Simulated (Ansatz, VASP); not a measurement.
## MoS2 in two plane-wave programs

One calculation is typed for both programs; each brings its own data sets. How far apart do they land? The cell is taken from a series of runs on this material, whose earlier steps may have relaxed, scaled, displaced or heated it; both programs get it as it stands.

Calculated with Ansatz 0.2.0; plane waves, with VASP 6.6.1 beside it; zone-centre phonons at PBEsol.

### 1. The starting structure

Symmetry: R3m, No. 160, trigonal system. Conventional cell: a = 3.143 Å, b = 3.143 Å, c = 18.845 Å, α = 90.00°, β = 90.00°, γ = 120.00°. Nearest to Mo lie 6 S at 2.39 Å. Nearest to S lie 3 Mo at 2.39 Å. Nearest to S lie 3 Mo at 2.39 Å. Farther neighbours and most contacts between anions are not listed.

### 2. VASP: zone-centre phonons, PBEsol

Second derivatives magnify differences that forces hide, and they need a tight electronic threshold.

Lines of VASP's logs that name or quote its potential files are left out, and so is its time.

INCAR

```
SYSTEM = MoS2
PREC = Accurate
ENCUT = 500
EDIFF = 1E-08
NELM = 120
ISMEAR = -1
SIGMA = 0.05
LREAL = .FALSE.
ALGO = Normal
GGA = PS
NELECT = 26.18
NBANDS = 19
LASPH = .TRUE.
LORBIT = 11
LWAVE = .FALSE.
LCHARG = .FALSE.
ISIF = 2
IBRION = 8
GGA_COMPAT = .FALSE.
KPAR = 2
```

POSCAR

```
MoS2
1.0
    1.5715565386      0.9073384205      6.2818310899
   -1.5715565386      0.9073384205      6.2818310899
    0.0000000000     -1.8146773514      6.2818310162
Mo S
1 2
Direct
    0.0001015299      0.0001015299      0.0001015299
    0.2507717686      0.2507717686      0.2507717686
    0.4161267015      0.4161267015      0.4161267015
```

KPOINTS

```
Automatic mesh
0
Gamma
12 12 12
0 0 0
```

The projector-augmented-wave data sets are Mo_sv and S (PBE family, release 64).

On the command line:

```bash
> mpirun -np 2 vasp_std
```

Numbers of over 12 decimals in the logs are rounded to 6 here.

The program printed:

```text
[banner, memory and clock lines left out]
running    2 mpi-ranks, on    1 nodes
 distrk:  each k-point on    1 cores,    2 groups
 distr:  one band on    1 cores,    1 groups

 POSCAR found type information on POSCAR MoS
 POSCAR found :  2 types and       3 ions
|                                                                             |
|               ----> ADVICE to this user running VASP <----                  |
|                                                                             |
|     You enforced a specific xc type in the INCAR file but a different       |
|     [... a line on the potential file left out ...]
|     I HOPE YOU KNOW WHAT YOU ARE DOING!                                     |
|                                                                             |

 LDA part: xc-table for (Slater+PW92), standard interpolation
 POSCAR, INCAR and KPOINTS ok, starting setup
 FFT: planning ... GRIDC
 FFT: planning ... GRID_SOFT
 FFT: planning ... GRID
 WAVECAR not read
 entering main loop
       N       E                     dE             d eps       ncg     rms          rms(c)
DAV:   1     0.179885687911E+03    0.17989E+03   -0.13319E+04  7206   0.126E+03
DAV:   2    -0.161288556300E+02   -0.19601E+03   -0.19148E+03  9000   0.324E+02
DAV:   3    -0.231933648118E+02   -0.70645E+01   -0.69828E+01  8756   0.576E+01
DAV:   4    -0.232805485196E+02   -0.87184E-01   -0.87109E-01  9076   0.661E+00
DAV:   5    -0.232817040565E+02   -0.11555E-02   -0.11554E-02  8716   0.744E-01BRMIX: very serious problems
 the old and the new charge density differ
 old charge density:    26.00000 new   26.18000
BRMIX: very serious problems
 the old and the new charge density differ
 old charge density:    26.00000 new   26.18000
    0.260E+01
DAV:   6    -0.222692362189E+02    0.10125E+01   -0.88830E+00  7830   0.191E+01    0.904E+00
DAV:   7    -0.220718612274E+02    0.19737E+00   -0.38176E+00  7486   0.116E+01    0.632E+00
DAV:   8    -0.219287444607E+02    0.14312E+00   -0.66118E-01  8027   0.519E+00    0.188E+00
DAV:   9    -0.219298610535E+02   -0.11166E-02   -0.33271E-02  8921   0.111E+00    0.720E-01
DAV:  10    -0.219281041787E+02    0.17569E-02   -0.12984E-02  8173   0.789E-01    0.112E-01
DAV:  11    -0.219280915163E+02    0.12662E-04   -0.85333E-04  8134   0.218E-01    0.665E-02
DAV:  12    -0.219280767768E+02    0.14740E-04   -0.55212E-05  8263   0.427E-02    0.220E-02
DAV:  13    -0.219280824346E+02   -0.56578E-05   -0.13801E-05  8141   0.222E-02    0.952E-03
DAV:  14    -0.219280824030E+02    0.31592E-07   -0.16157E-06  9342   0.795E-03    0.448E-03
DAV:  15    -0.219280823951E+02    0.78626E-08   -0.17794E-07  8133   0.252E-03    0.285E-03
DAV:  16    -0.219280823820E+02    0.13116E-07   -0.60383E-08  7960   0.173E-03    0.604E-04
DAV:  17    -0.219280823862E+02   -0.42314E-08   -0.44903E-09  5025   0.455E-04
   1 F= -.21928082E+02 E0= -.21923420E+02  d E =-.932434E-02
 Linear response reoptimize wavefunctions to high precision
DAV:   1    -0.219280823860E+02    0.21237E-09   -0.12065E-09  5236   0.239E-04
DAV:   2    -0.219280823860E+02   -0.20918E-10   -0.12712E-10  4590   0.849E-05
 Linear response DOF=           6
 Linear response progress:
  Degree of freedom:   1/  6
       N       E                     dE             d eps       ncg     rms          rms(c)
RMM:   1    -0.771478024637E+00   -0.77148E+00    0.37416E+00 35619   0.205E+01
RMM:   2    -0.567134923525E+00    0.20434E+00   -0.27349E-01 49640   0.360E+00    0.193E-01
RMM:   3    -0.565727602706E+00    0.14073E-02   -0.74129E-03 66656   0.548E-01    0.109E-01
RMM:   4    -0.564536409469E+00    0.11912E-02   -0.81722E-04 76407   0.180E-01    0.409E-02
RMM:   5    -0.564315639363E+00    0.22077E-03   -0.71336E-05 77485   0.530E-02    0.696E-03
RMM:   6    -0.564386978615E+00   -0.71339E-04    0.96840E-06 70512   0.171E-02    0.206E-03
RMM:   7    -0.564425033439E+00   -0.38055E-04    0.72047E-06 71943   0.707E-03    0.933E-04
RMM:   8    -0.564427392779E+00   -0.23593E-05    0.19409E-06 76408   0.291E-03    0.429E-04
RMM:   9    -0.564424145814E+00    0.32470E-05    0.79668E-07 74596   0.162E-03    0.114E-04
RMM:  10    -0.564426991484E+00   -0.28457E-05   -0.12508E-07 70611   0.811E-04    0.417E-05
RMM:  11    -0.564428117783E+00   -0.11263E-05   -0.10968E-07 75854   0.419E-04    0.145E-05
RMM:  12    -0.564428422698E+00   -0.30492E-06   -0.22874E-07 82007   0.225E-04    0.598E-06
RMM:  13    -0.564428534254E+00   -0.11156E-06   -0.43140E-07 80854   0.127E-04    0.407E-06
RMM:  14    -0.564428664495E+00   -0.13024E-06   -0.32912E-07 76083   0.836E-05    0.153E-06
RMM:  15    -0.564428729378E+00   -0.64882E-07   -0.34448E-07 79761   0.563E-05    0.725E-07
RMM:  16    -0.564428769895E+00   -0.40518E-07   -0.30881E-07 77495   0.416E-05    0.255E-07
RMM:  17    -0.564428778649E+00   -0.87535E-08   -0.31171E-07 67421   0.328E-05    0.291E-07
RMM:  18    -0.564428794623E+00   -0.15975E-07   -0.30508E-07 66568   0.286E-05    0.957E-08
 first order change of Fermi-energy  -0.18525E-03
 force on displaced ion       1 direction 1 : -20.544  -0.008  -0.000
 Linear response progress:
  Degree of freedom:   2/  6
       N       E                     dE             d eps       ncg     rms          rms(c)
RMM:   1    -0.893205120138E+00   -0.89321E+00    0.42039E+00  8117   0.207E+01
[...]
RMM:  13    -0.689869102186E+00    0.17469E-07    0.10524E-07 15158   0.657E-05    0.284E-06
RMM:  14    -0.689869140966E+00   -0.38780E-07    0.94390E-08 16248   0.444E-05    0.218E-06
RMM:  15    -0.689869181304E+00   -0.40338E-07    0.38494E-08 15686   0.346E-05    0.916E-07
RMM:  16    -0.689869194926E+00   -0.13622E-07    0.19947E-08 15258   0.287E-05    0.571E-07
RMM:  17    -0.689869206342E+00   -0.11416E-07    0.10110E-08 14084   0.260E-05    0.190E-07
RMM:  18    -0.689869209671E+00   -0.33284E-08    0.25556E-08 11131   0.243E-05    0.117E-07
 first order change of Fermi-energy   0.64002E-02
 force on displaced ion       1 direction 3 :   0.000   0.000 -26.848
 Linear response progress:
  Degree of freedom:   3/  6
       N       E                     dE             d eps       ncg     rms          rms(c)
RMM:   1    -0.106876059262E+00   -0.10688E+00   -0.12847E-01 81488   0.178E+00
RMM:   2    -0.924293888133E-01    0.14447E-01   -0.10263E-02 53248   0.546E-01    0.127E-01
RMM:   3    -0.927964176886E-01   -0.36703E-03   -0.32699E-04 57000   0.105E-01    0.712E-02
RMM:   4    -0.930959981925E-01   -0.29958E-03   -0.68721E-05 57125   0.474E-02    0.151E-02
RMM:   5    -0.930735534971E-01    0.22445E-04   -0.12844E-06 59193   0.997E-03    0.548E-03
RMM:   6    -0.930564350484E-01    0.17118E-04   -0.15999E-07 58125   0.324E-03    0.200E-03
RMM:   7    -0.930648071186E-01   -0.83721E-05    0.52972E-08 55399   0.110E-03    0.464E-04
RMM:   8    -0.930638937465E-01    0.91337E-06    0.24998E-07 60676   0.307E-04    0.173E-04
RMM:   9    -0.930633861784E-01    0.50757E-06    0.72827E-08 58521   0.829E-05    0.851E-05
RMM:  10    -0.930628375522E-01    0.54863E-06    0.97815E-08 55422   0.794E-05    0.110E-05
RMM:  11    -0.930629340742E-01   -0.96522E-07    0.86833E-08 63042   0.305E-05    0.539E-06
RMM:  12    -0.930629639682E-01   -0.29894E-07    0.83379E-08 60444   0.209E-05    0.934E-07
RMM:  13    -0.930629627165E-01    0.12517E-08    0.94534E-08 53265   0.166E-05    0.742E-07
 first order change of Fermi-energy   0.12758E-04
 force on displaced ion       2 direction 1 :  -9.911  -0.001  -0.000
 Linear response progress:
  Degree of freedom:   4/  6
       N       E                     dE             d eps       ncg     rms          rms(c)
RMM:   1    -0.153530938968E+00   -0.15353E+00   -0.13208E-01 17994   0.190E+00
RMM:   2    -0.134689113606E+00    0.18842E-01   -0.11696E-02 11789   0.588E-01    0.372E-01
RMM:   3    -0.134870143111E+00   -0.18103E-03   -0.75375E-04 11295   0.171E-01    0.289E-01
RMM:   4    -0.134870417480E+00   -0.27437E-06   -0.21966E-04 11182   0.924E-02    0.125E-01
RMM:   5    -0.135015810548E+00   -0.14539E-03   -0.64745E-05 11443   0.516E-02    0.185E-02
RMM:   6    -0.134999143198E+00    0.16667E-04   -0.35751E-06 12762   0.135E-02    0.688E-03
RMM:   7    -0.134987024689E+00    0.12119E-04   -0.62092E-07 12423   0.413E-03    0.197E-03
RMM:   8    -0.134991374196E+00   -0.43495E-05   -0.45364E-08 12303   0.833E-04    0.108E-03
RMM:   9    -0.134994127474E+00   -0.27533E-05   -0.31725E-08 12743   0.453E-04    0.270E-04
RMM:  10    -0.134993781460E+00    0.34601E-06   -0.19263E-08 12481   0.158E-04    0.582E-05
RMM:  11    -0.134993687480E+00    0.93981E-07   -0.16156E-08 12909   0.613E-05    0.945E-06
RMM:  12    -0.134993725080E+00   -0.37601E-07   -0.21849E-08 12757   0.321E-05    0.520E-06
RMM:  13    -0.134993725293E+00   -0.21246E-09    0.10608E-08 13271   0.219E-05    0.165E-06
 first order change of Fermi-energy   0.10832E+01
 force on displaced ion       2 direction 3 :   0.000   0.000 -15.288
 Linear response progress:
  Degree of freedom:   5/  6
       N       E                     dE             d eps       ncg     rms          rms(c)
RMM:   1    -0.106869462323E+00   -0.10687E+00   -0.12838E-01 81451   0.178E+00
RMM:   2    -0.924439135682E-01    0.14426E-01   -0.10018E-02 52544   0.545E-01    0.127E-01
RMM:   3    -0.928051061399E-01   -0.36119E-03   -0.29394E-04 56476   0.103E-01    0.711E-02
RMM:   4    -0.930991422288E-01   -0.29404E-03   -0.61865E-05 57358   0.468E-02    0.154E-02
RMM:   5    -0.930812148586E-01    0.17927E-04   -0.24478E-06 58944   0.986E-03    0.552E-03
RMM:   6    -0.930638111158E-01    0.17404E-04   -0.23721E-07 57986   0.324E-03    0.202E-03
RMM:   7    -0.930717693145E-01   -0.79582E-05    0.19678E-07 55724   0.107E-03    0.455E-04
RMM:   8    -0.930708860486E-01    0.88327E-06    0.23541E-07 60061   0.302E-04    0.182E-04
RMM:   9    -0.930703631475E-01    0.52290E-06    0.29971E-08 59959   0.865E-05    0.887E-05
RMM:  10    -0.930698338523E-01    0.52930E-06    0.56831E-08 56021   0.769E-05    0.101E-05
RMM:  11    -0.930699268990E-01   -0.93047E-07    0.20699E-08 62018   0.281E-05    0.480E-06
RMM:  12    -0.930699467040E-01   -0.19805E-07    0.10715E-08 61087   0.193E-05    0.825E-07
RMM:  13    -0.930699477249E-01   -0.10209E-08    0.94690E-09 51523   0.153E-05    0.733E-07
 first order change of Fermi-energy   0.15724E-04
 force on displaced ion       3 direction 1 :  -9.917  -0.002   0.000
 Linear response progress:
  Degree of freedom:   6/  6
       N       E                     dE             d eps       ncg     rms          rms(c)
RMM:   1    -0.153528992540E+00   -0.15353E+00   -0.13269E-01 18001   0.190E+00
RMM:   2    -0.134652790220E+00    0.18876E-01   -0.11946E-02 11884   0.590E-01    0.370E-01
RMM:   3    -0.134835213100E+00   -0.18242E-03   -0.77744E-04 11321   0.171E-01    0.288E-01
RMM:   4    -0.134835339496E+00   -0.12640E-06   -0.21669E-04 11164   0.924E-02    0.125E-01
RMM:   5    -0.134984308762E+00   -0.14897E-03   -0.67373E-05 11430   0.516E-02    0.178E-02
RMM:   6    -0.134965469224E+00    0.18840E-04   -0.32622E-06 12789   0.134E-02    0.686E-03
RMM:   7    -0.134952503039E+00    0.12966E-04   -0.41923E-07 12346   0.409E-03    0.196E-03
RMM:   8    -0.134956721522E+00   -0.42185E-05    0.21547E-08 12258   0.822E-04    0.113E-03
RMM:   9    -0.134959982324E+00   -0.32608E-05    0.23766E-08 12570   0.494E-04    0.259E-04
RMM:  10    -0.134959571630E+00    0.41069E-06    0.34070E-08 12536   0.161E-04    0.578E-05
RMM:  11    -0.134959453741E+00    0.11789E-06    0.19344E-08 12930   0.640E-05    0.918E-06
RMM:  12    -0.134959496786E+00   -0.43045E-07    0.86916E-10 12840   0.330E-05    0.470E-06
RMM:  13    -0.134959496326E+00    0.46001E-09    0.37529E-08 13221   0.231E-05    0.173E-06
 first order change of Fermi-energy  -0.10894E+01
 force on displaced ion       3 direction 3 :   0.000   0.000 -15.162
 Linear response finished
```

OUTCAR, selected parts (step 2):

```text
NELECT = 26.18

 ion  position               nearest neighbor table
   1  0.000  0.000  0.000-   2 2.39   2 2.39   2 2.39   3 2.39   3 2.39   3 2.39
   2  0.251  0.251  0.251-   1 2.39   1 2.39   1 2.39
   3  0.416  0.416  0.416-   1 2.39   1 2.39   1 2.39

  LATTYP: Found a trigonal (rhomboedric) cell.
 ALAT       =     6.5386890739
 COS(alpha) =     0.8844663105

 Subroutine GETGRP returns: Found  6 space group operations
 (whereof  6 operations were pure point group operations)

The static configuration has the point symmetry C_3v.

 Found    189 irreducible k-points:

   k-points           NKPTS =    189   k-points in BZ     NKDIM =    189   number of bands    NBANDS=     19

   dimension x,y,z NGX =    48 NGY =   48 NGZ =   48
   dimension x,y,z NGXF=    96 NGYF=   96 NGZF=   96

   ENCUT  =  500.0 eV  36.75 Ry    6.06 a.u.  11.92 11.92 11.92*2*pi/ulx,y,z

 k-points in reciprocal lattice and weights: Automatic mesh
   0.00000000  0.00000000  0.00000000       0.001
   0.08333333  0.00000000  0.00000000       0.003
   0.16666667  0.00000000  0.00000000       0.003
   0.25000000  0.00000000  0.00000000       0.003
   0.33333333 -0.00000000 -0.00000000       0.003
   0.41666667  0.00000000  0.00000000       0.003
   0.50000000  0.00000000  0.00000000       0.002
   0.08333333  0.08333333  0.00000000       0.003
   0.16666667  0.08333333  0.00000000       0.007
[...]
-0.41666667  0.50000000  0.41666667       0.003
   0.50000000  0.50000000  0.50000000       0.001

 average (electrostatic) potential at core
       1 -74.4097       2 -84.5372       3 -84.5385

  Total        2.2422663      2.2422663      2.8104924      0.0000000     -0.0000000      0.0000000
  in kB       66.8437608     66.8437608     83.7830382      0.0000000     -0.0000005      0.0000000
  external PRESSURE =      72.4901866 kB  Pullay stress =       0.0000000 kB

  energy-cutoff  :      500.00
  volume of cell :       53.74
      direct lattice vectors                 reciprocal lattice vectors
     1.571556539  0.907338421  6.281831090     0.318155910  0.183687399  0.053063090
    -1.571556539  0.907338421  6.281831090    -0.318155910  0.183687399  0.053063090
     0.000000000 -1.814677351  6.281831016     0.000000000 -0.367374802  0.053063075

 POSITION                                       TOTAL-FORCE (eV/Angst)
 -----------------------------------------------------------------------------------
      0.00000     -0.00000      0.00191         0.000000      0.000000     -0.000501
      0.00000     -0.00000      4.72592         0.000000      0.000000     -0.209917
      0.00000     -0.00000      7.84211         0.000000     -0.000000      0.210418
 -----------------------------------------------------------------------------------
    total drift:                               -0.000000      0.000000     -0.000137

 Eigenvectors and eigenvalues of the dynamical matrix
 ----------------------------------------------------

   1 f  =   13.065869 THz    82.095278 2PiTHz  435.830485 cm-1    54.036069 meV
             X         Y         Z           dx          dy          dz
      0.000000 -0.000000  0.001913     0.000000    0.000000   -0.632892
      0.000000 -0.000000  4.725918    -0.000000   -0.000000    0.558126
      0.000000 -0.000000  7.842113    -0.000000   -0.000000    0.536603

   2 f  =   11.427440 THz    71.800721 2PiTHz  381.178360 cm-1    47.260072 meV
             X         Y         Z           dx          dy          dz
      0.000000 -0.000000  0.001913    -0.000001    0.632983    0.000000
      0.000000 -0.000000  4.725918     0.000001   -0.547056   -0.000000
      0.000000 -0.000000  7.842113     0.000001   -0.547779   -0.000000

   3 f  =   11.427440 THz    71.800721 2PiTHz  381.178360 cm-1    47.260072 meV
             X         Y         Z           dx          dy          dz
      0.000000 -0.000000  0.001913     0.632983    0.000001    0.000000
      0.000000 -0.000000  4.725918    -0.547056   -0.000001   -0.000000
      0.000000 -0.000000  7.842113    -0.547779   -0.000001   -0.000000

   4 f  =   11.391234 THz    71.573237 2PiTHz  379.970679 cm-1    47.110339 meV
             X         Y         Z           dx          dy          dz
      0.000000 -0.000000  0.001913    -0.000000   -0.000000    0.009612
      0.000000 -0.000000  4.725918     0.000000   -0.000000    0.698682
      0.000000 -0.000000  7.842113     0.000000    0.000000   -0.715368

   5 f  =    8.534927 THz    53.626525 2PiTHz  284.694507 cm-1    35.297604 meV
             X         Y         Z           dx          dy          dz
      0.000000 -0.000000  0.001913     0.000000   -0.000315   -0.000000
      0.000000 -0.000000  4.725918    -0.000004    0.707391    0.000000
      0.000000 -0.000000  7.842113     0.000004   -0.706822   -0.000000

   6 f  =    8.534927 THz    53.626525 2PiTHz  284.694507 cm-1    35.297604 meV
             X         Y         Z           dx          dy          dz
      0.000000 -0.000000  0.001913     0.000315    0.000000   -0.000000
      0.000000 -0.000000  4.725918    -0.707391   -0.000004   -0.000000
      0.000000 -0.000000  7.842113     0.706822    0.000004    0.000000

   7 f/i=    0.000279 THz     0.001754 2PiTHz    0.009310 cm-1     0.001154 meV
             X         Y         Z           dx          dy          dz
      0.000000 -0.000000  0.001913    -0.267917   -0.726329   -0.000000
      0.000000 -0.000000  4.725918    -0.154894   -0.419922   -0.000000
      0.000000 -0.000000  7.842113    -0.154900   -0.419936   -0.000000

   8 f/i=    0.000279 THz     0.001754 2PiTHz    0.009310 cm-1     0.001154 meV
             X         Y         Z           dx          dy          dz
      0.000000 -0.000000  0.001913    -0.726329    0.267917    0.000000
      0.000000 -0.000000  4.725918    -0.419922    0.154894    0.000000
      0.000000 -0.000000  7.842113    -0.419936    0.154900    0.000000

   9 f/i=    0.000312 THz     0.001958 2PiTHz    0.010395 cm-1     0.001289 meV
             X         Y         Z           dx          dy          dz
      0.000000 -0.000000  0.001913     0.000000   -0.000000    0.774180
      0.000000 -0.000000  4.725918     0.000000   -0.000000    0.447593
      0.000000 -0.000000  7.842113     0.000000   -0.000000    0.447555

 ELASTIC MODULI CONTR FROM IONIC RELAXATION (kBar)
 Direction    XX          YY          ZZ          XY          YZ          ZX
 --------------------------------------------------------------------------------
 XX        -638.5076   -485.1520  -1134.1390     -0.0000      7.2916     -0.0000
 YY        -485.1520   -638.5076  -1134.1390      0.0000     -7.2915      0.0000
 ZZ       -1134.1390  -1134.1390  -2289.4361      0.0000     -0.0000      0.0000
 XY          -0.0000      0.0000      0.0000    -76.6778      0.0000      6.3480
 YZ           7.2916     -7.2915     -0.0000      0.0000  -1310.2979     -0.0000
 ZX          -0.0000      0.0000      0.0000      6.3480     -0.0000  -1270.6429
 --------------------------------------------------------------------------------
```

This run has no spin polarisation, so a moment on Mo, if there is one, isn't seen. The cell is charged against a uniform background.

(Part 1 of 2 ends here.)

[Lines on the potential files, build, host, timing and source positions are cut from VASP's logs without a mark.]

[Logs are printed without paths, hosts, clocks, repeated set-up lines and the standing remarks that a program may print on its own settings, such as how far it seeks lower states.]

[Hosts, paths, dates, database ids (printed as entryN), source tags and the programs' standing remarks are cut or masked in the printed files.]
